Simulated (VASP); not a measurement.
Level of theory: PBE GGA, VASP's PBE PAW potentials (set 64) (plane waves; VASP 6.6.1).

A VASP calculation is set up with these files.

File KPOINTS:
```
kpoints
0
gamma
4 4 4
0 0 0
```

### POSCAR
```
Sn2C6
1.0
  5.0701253026   0.7332624464   0.7332624464
  0.7332624464   5.0701253026   0.7332624464
  0.7332624464   0.7332624464   5.0701253026
Sn C
2 6
Cart
  6.5342703632   6.5342703632   6.5342703632
  1.6365423811   1.6365423811   1.6365423811
  3.5108520622   3.5108520622   5.2419750911
  4.6599606820   4.6599606820   2.9288376532
  3.5108520622   5.2419750911   3.5108520622
  4.6599606820   2.9288376532   4.6599606820
  5.2419750911   3.5108520622   3.5108520622
  2.9288376532   4.6599606820   4.6599606820
```

### INCAR
```
SYSTEM = Sn2C6
PREC = Accurate
ENCUT = 500
EDIFF = 1E-6
NELM = 100
ALGO = Normal
LREAL = .FALSE.
LASPH = .TRUE.
ISMEAR = 0
SIGMA = 0.05
GGA = PE
LMAXMIX = 4
LWAVE = .FALSE.
LCHARG = .FALSE.
IBRION = 2
ISIF = 3
NSW = 60
EDIFFG = -0.02
```

POTCAR, in this order: Sn_d C (PBE.64 set). Program: vasp_std.

Output of the run:

File OSZICAR:
```
...
DAV:   1    -0.575385402643E+02   -0.11622E-01   -0.32340E-01   913   0.431E+00    0.481E-01
DAV:   2    -0.575311414265E+02    0.73988E-02   -0.18436E-02   984   0.124E+00    0.247E-01
DAV:   3    -0.575288809421E+02    0.22605E-02   -0.95774E-03  1090   0.753E-01    0.853E-02
DAV:   4    -0.575287777521E+02    0.10319E-03   -0.16558E-03   992   0.283E-01    0.409E-02
DAV:   5    -0.575287076196E+02    0.70132E-04   -0.20641E-04  1138   0.115E-01    0.916E-03
DAV:   6    -0.575287083767E+02   -0.75706E-06   -0.41133E-05  1043   0.488E-02    0.639E-03
DAV:   7    -0.575287086112E+02   -0.23446E-06   -0.19009E-06   677   0.123E-02
   5 F= -.57528709E+02 E0= -.57528709E+02  d E =-.371721E-02
       N       E                     dE             d eps       ncg     rms          rms(c)
DAV:   1    -0.575670548266E+02   -0.38346E-01   -0.12851E+00   921   0.862E+00    0.955E-01
DAV:   2    -0.575376755541E+02    0.29379E-01   -0.73611E-02   984   0.241E+00    0.490E-01
DAV:   3    -0.575286838721E+02    0.89917E-02   -0.37503E-02  1034   0.146E+00    0.168E-01
DAV:   4    -0.575282627295E+02    0.42114E-03   -0.64068E-03  1000   0.557E-01    0.808E-02
DAV:   5    -0.575279957488E+02    0.26698E-03   -0.80359E-04  1138   0.230E-01    0.182E-02
DAV:   6    -0.575280016172E+02   -0.58684E-05   -0.16332E-04  1029   0.996E-02    0.123E-02
DAV:   7    -0.575280033720E+02   -0.17549E-05   -0.88197E-06  1045   0.241E-02    0.599E-03
DAV:   8    -0.575280038932E+02   -0.52119E-06   -0.50138E-06   835   0.176E-02
   6 F= -.57528004E+02 E0= -.57528004E+02  d E =-.301249E-02
       N       E                     dE             d eps       ncg     rms          rms(c)
DAV:   1    -0.575447836893E+02   -0.16780E-01   -0.51606E-01   913   0.539E+00    0.610E-01
DAV:   2    -0.575329198351E+02    0.11864E-01   -0.29194E-02   984   0.161E+00    0.314E-01
DAV:   3    -0.575293467314E+02    0.35731E-02   -0.15698E-02  1097   0.100E+00    0.109E-01
DAV:   4    -0.575292165691E+02    0.13016E-03   -0.28470E-03   992   0.391E-01    0.528E-02
DAV:   5    -0.575291095576E+02    0.10701E-03   -0.34728E-04  1137   0.150E-01    0.119E-02
DAV:   6    -0.575291163303E+02   -0.67727E-05   -0.68476E-05  1014   0.634E-02    0.824E-03
DAV:   7    -0.575291172754E+02   -0.94517E-06   -0.32842E-06   810   0.155E-02
   7 F= -.57529117E+02 E0= -.57529117E+02  d E =-.412588E-02
       N       E                     dE             d eps       ncg     rms          rms(c)
DAV:   1    -0.575306498106E+02   -0.15335E-02   -0.71491E-02   813   0.159E+00    0.109E-01
DAV:   2    -0.575305187112E+02    0.13110E-03   -0.26622E-03  1255   0.458E-01    0.596E-02
DAV:   3    -0.575303954732E+02    0.12324E-03   -0.25882E-04   979   0.122E-01    0.208E-02
DAV:   4    -0.575303878806E+02    0.75926E-05   -0.67266E-05  1047   0.630E-02    0.569E-03
DAV:   5    -0.575303876599E+02    0.22070E-06   -0.54610E-06   896   0.185E-02
   8 F= -.57530388E+02 E0= -.57530388E+02  d E =-.127038E-02
       N       E                     dE             d eps       ncg     rms          rms(c)
DAV:   1    -0.575353857632E+02   -0.49979E-02   -0.64438E-01   813   0.478E+00    0.326E-01
DAV:   2    -0.575342155649E+02    0.11702E-02   -0.24073E-02  1255   0.134E+00    0.179E-01
DAV:   3    -0.575330879549E+02    0.11276E-02   -0.23595E-03   994   0.362E-01    0.622E-02
DAV:   4    -0.575330113751E+02    0.76580E-04   -0.56644E-04  1033   0.184E-01    0.174E-02
DAV:   5    -0.575330110618E+02    0.31329E-06   -0.52559E-05   986   0.556E-02    0.714E-03
DAV:   6    -0.575330112685E+02   -0.20673E-06   -0.43311E-06   913   0.173E-02
   9 F= -.57533011E+02 E0= -.57533011E+02  d E =-.389399E-02
       N       E                     dE             d eps       ncg     rms          rms(c)
DAV:   1    -0.575422451160E+02   -0.92341E-02   -0.25810E+00   806   0.958E+00    0.653E-01
DAV:   2    -0.575376787124E+02    0.45664E-02   -0.97103E-02  1255   0.261E+00    0.358E-01
DAV:   3    -0.575331583581E+02    0.45204E-02   -0.94805E-03   986   0.705E-01    0.125E-01
DAV:   4    -0.575328273101E+02    0.33105E-03   -0.20916E-03  1079   0.358E-01    0.351E-02
DAV:   5    -0.575328254277E+02    0.18824E-05   -0.20412E-04   986   0.108E-01    0.140E-02
DAV:   6    -0.575328271420E+02   -0.17143E-05   -0.18109E-05  1144   0.351E-02    0.595E-03
DAV:   7    -0.575328279344E+02   -0.79243E-06   -0.22868E-06   757   0.125E-02
  10 F= -.57532828E+02 E0= -.57532828E+02  d E =-.371066E-02
       N       E                     dE             d eps       ncg     rms          rms(c)
DAV:   1    -0.575365000310E+02   -0.36729E-02   -0.71212E-01   813   0.504E+00    0.341E-01
DAV:   2    -0.575351669661E+02    0.13331E-02   -0.26026E-02  1247   0.143E+00    0.187E-01
DAV:   3    -0.575339137235E+02    0.12532E-02   -0.27187E-03  1018   0.391E-01    0.639E-02
DAV:   4    -0.575338316455E+02    0.82078E-04   -0.62508E-04  1031   0.195E-01    0.182E-02
DAV:   5    -0.575338322083E+02   -0.56275E-06   -0.57815E-05   979   0.577E-02    0.747E-03
DAV:   6    -0.575338333416E+02   -0.11333E-05   -0.48747E-06   944   0.189E-02    0.319E-03
DAV:   7    -0.575338338133E+02   -0.47176E-06   -0.66248E-07   557   0.683E-03
  11 F= -.57533834E+02 E0= -.57533834E+02  d E =-.471654E-02
       N       E                     dE             d eps       ncg     rms          rms(c)
DAV:   1    -0.575353254242E+02   -0.14921E-02   -0.14664E-01  1286   0.281E+00    0.192E-01
DAV:   2    -0.575346346472E+02    0.69078E-03   -0.37257E-03  1043   0.643E-01    0.850E-02
DAV:   3    -0.575344241676E+02    0.21048E-03   -0.89753E-04  1085   0.359E-01    0.172E-02
DAV:   4    -0.575344172274E+02    0.69401E-05   -0.79205E-05   892   0.702E-02    0.931E-03
DAV:   5    -0.575344121911E+02    0.50363E-05   -0.78574E-06  1144   0.231E-02    0.435E-03
DAV:   6    -0.575344114133E+02    0.77783E-06   -0.87935E-07   480   0.881E-03
  12 F= -.57534411E+02 E0= -.57534411E+02  d E =-.577600E-03
       N       E                     dE             d eps       ncg     rms          rms(c)
DAV:   1    -0.575346354902E+02   -0.22330E-03   -0.28480E-02  1286   0.123E+00    0.843E-02
DAV:   2    -0.575345033916E+02    0.13210E-03   -0.72113E-04  1043   0.283E-01    0.373E-02
DAV:   3    -0.575344622816E+02    0.41110E-04   -0.17340E-04  1085   0.158E-01    0.756E-03
DAV:   4    -0.575344599981E+02    0.22835E-05   -0.15256E-05   883   0.309E-02    0.416E-03
DAV:   5    -0.575344582737E+02    0.17244E-05   -0.96977E-07   532   0.102E-02    0.156E-03
DAV:   6    -0.575344579454E+02    0.32838E-06   -0.48141E-07   431   0.758E-03
  13 F= -.57534458E+02 E0= -.57534458E+02  d E =-.624132E-03
       N       E                     dE             d eps       ncg     rms          rms(c)
DAV:   1    -0.575350786804E+02   -0.62041E-03   -0.85266E-02  1028   0.187E+00    0.121E-01
DAV:   2    -0.575347661482E+02    0.31253E-03   -0.20539E-03  1077   0.383E-01    0.613E-02
DAV:   3    -0.575346477582E+02    0.11839E-03   -0.61586E-04  1043   0.167E-01    0.246E-02
DAV:   4    -0.575346410680E+02    0.66902E-05   -0.96529E-05   959   0.712E-02    0.139E-02
DAV:   5    -0.575346363849E+02    0.46831E-05   -0.13429E-05  1070   0.336E-02    0.378E-03
DAV:   6    -0.575346358185E+02    0.56642E-06   -0.20240E-06   625   0.141E-02
  14 F= -.57534636E+02 E0= -.57534636E+02  d E =-.177873E-03
       N       E                     dE             d eps       ncg     rms          rms(c)
DAV:   1    -0.575346694584E+02   -0.33074E-04   -0.37106E-03  1028   0.389E-01    0.257E-02
DAV:   2    -0.575346544630E+02    0.14995E-04   -0.90174E-05  1069   0.796E-02    0.131E-02
DAV:   3    -0.575346495289E+02    0.49341E-05   -0.27983E-05  1043   0.352E-02    0.528E-03
DAV:   4    -0.575346492815E+02    0.24741E-06   -0.44089E-06   800   0.154E-02
  15 F= -.57534649E+02 E0= -.57534649E+02  d E =-.191336E-03
```

OUTCAR:
```
------------------------ aborting loop because EDIFF is reached ----------------------------------------
  FORCE on cell =-STRESS in cart. coord.  units (eV):
  Direction    XX          YY          ZZ          XY          YZ          ZX
  --------------------------------------------------------------------------------------
  Total        0.0217324      0.0217324      0.0217324      0.0321488      0.0321488      0.0321488
  in kB        0.2757677      0.2757677      0.2757677      0.4079441      0.4079441      0.4079441
  external PRESSURE =       0.2757677 kB  Pullay stress =       0.0000000 kB
  volume of cell :      126.26
      direct lattice vectors                 reciprocal lattice vectors
     5.130622032  0.798341921  0.798341921     0.203432861 -0.027392472 -0.027392472
     0.798341921  5.130622032  0.798341921    -0.027392472  0.203432861 -0.027392472
     0.798341921  0.798341921  5.130622032    -0.027392472 -0.027392472  0.203432861
 POSITION                                       TOTAL-FORCE (eV/Angst)
 -----------------------------------------------------------------------------------
      0.01297      0.01297      0.01297        -0.008699     -0.008699     -0.008699
      1.66886      1.66886      1.66886         0.008699      0.008699      0.008699
      3.62859      3.62859      5.36035        -0.003705     -0.003705     -0.001175
      4.78054      4.78054      3.04878         0.003705      0.003705      0.001175
      3.62859      5.36035      3.62859        -0.003705     -0.001175     -0.003705
      4.78054      3.04878      4.78054         0.003705      0.001175      0.003705
      5.36035      3.62859      3.62859        -0.001175     -0.003705     -0.003705
      3.04878      4.78054      4.78054         0.001175      0.003705      0.003705
 -----------------------------------------------------------------------------------
    total drift:                               -0.000000     -0.000000     -0.000000
  FREE ENERGIE OF THE ION-ELECTRON SYSTEM (eV)
  ---------------------------------------------------
  free  energy   TOTEN  =       -57.5346492815 eV

  energy  without entropy=      -57.5346492815  energy(sigma->0) =      -57.53464928

 reached required accuracy - stopping structural energy minimisation
```
(Selected blocks of OUTCAR.)

CONTCAR:
```
Sn2C6
   1.00000000000000
     5.1306220323406766    0.7983419211658471    0.7983419211658471
     0.7983419211658471    5.1306220323406766    0.7983419211658471
     0.7983419211658471    0.7983419211658471    5.1306220323406766
  Sn              C
     2     6
Direct
     0.0019278349891312    0.0019278349891312    0.0019278349891312
     0.2480721650108688    0.2480721650108688    0.2480721650108688
     0.4919454608428537    0.4919454608428537    0.8916795673715313
     0.7580545391571464    0.7580545391571464    0.3583204326284687
     0.4919454608428537    0.8916795673715313    0.4919454608428537
     0.7580545391571464    0.3583204326284687    0.7580545391571464
     0.8916795673715313    0.4919454608428537    0.4919454608428537
     0.3583204326284687    0.7580545391571464    0.7580545391571464
```

Energy and stress use the plane-wave basis of the starting cell.

The structure was generated: Sn2C6 was put into an ordered model structure (R-3m), which need not be its known phase. This run relaxes it. Symmetry was kept, so distortions that lower it aren't found. The start is the result of an earlier pass.
